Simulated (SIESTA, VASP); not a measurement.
An input for SIESTA (GGA PBE, numerical atomic orbitals DZP, PseudoDojo PBE standard norm-conserving potentials (rewritten from UPF to PSML)):

```
# files in the folder: Pt.psml S.psml (PseudoDojo PBE standard)
SystemName  PtS2
SystemLabel PtS2

NumberOfAtoms                3
NumberOfSpecies              2
%block ChemicalSpeciesLabel
  1 78 Pt
  2 16 S
%endblock ChemicalSpeciesLabel
LatticeConstant              1.0 Ang
%block LatticeVectors
     1.791063000   -3.102212000    0.000000000
     1.791063000    3.102212000    0.000000000
     0.000000000    0.000000000    5.099976000
%endblock LatticeVectors
AtomicCoordinatesFormat      Fractional
%block AtomicCoordinatesAndAtomicSpecies
     0.000000000    0.000000000    0.000000000  1
     0.333333330    0.666666670    0.230000000  2
     0.666666670    0.333333330    0.770000000  2
%endblock AtomicCoordinatesAndAtomicSpecies

XC.functional                GGA
XC.authors                   PBE
PAO.BasisSize                DZP
PAO.EnergyShift              0.005 Ry
MeshCutoff                   300 Ry
%block kgrid.MonkhorstPack
    2   0   0  0.0
    0   2   0  0.0
    0   0   1  0.0
%endblock kgrid.MonkhorstPack
OccupationFunction           FD
ElectronicTemperature        0.02 eV

MaxSCFIterations             150
SCF.Mixer.Method             Pulay
SCF.Mixer.Weight             0.25
SCF.Mixer.History            8
SCF.DM.Tolerance             1.0E-04
Diag.ParallelOverK           true
WriteForces                  true
```

Translate it to VASP.

One set of files that does it:

KPOINTS:
```
K-points
0
gamma
 2 2 1
0 0 0
```

**INCAR**
```
LASPH = .True.   ! aspherical one-centre terms
LCHARG = .False.
LREAL = .False.   ! projection in real space or not
GGA = PE   ! PBE
ENCUT = 300
PREC = Accurate
ALGO = Normal
LMAXMIX = 6   ! l cut-off of mixed one-centre charges
SYSTEM = PtS2
LWAVE = .False.
SIGMA = 0.02   ! width (eV)
EDIFF = 1E-6   ! SCF stop (eV)
ISIF = 2
ISMEAR = -1   ! Fermi-Dirac
NELM = 100
```

**POSCAR**
```
PtS2
1
    1.7910630000    -3.1022120000     0.0000000000
    1.7910630000     3.1022120000     0.0000000000
    0.0000000000     0.0000000000     5.0999760000
Pt S
1 2
Direct
  0.0000000000   0.0000000000   0.0000000000
  0.3333330000   0.6666670000   0.2300000000
  0.6666670000   0.3333330000   0.7700000000
```

POTCAR, in this order: Pt S (PBE.64 set). Program: vasp_std.

The two runs describe the same crystal, functional and task. Each code takes its own potentials, basis and convergence tests.

The structure is a typed PtS2 crystal (P-3m1). The cell was not relaxed at this level, and it may have been scaled.
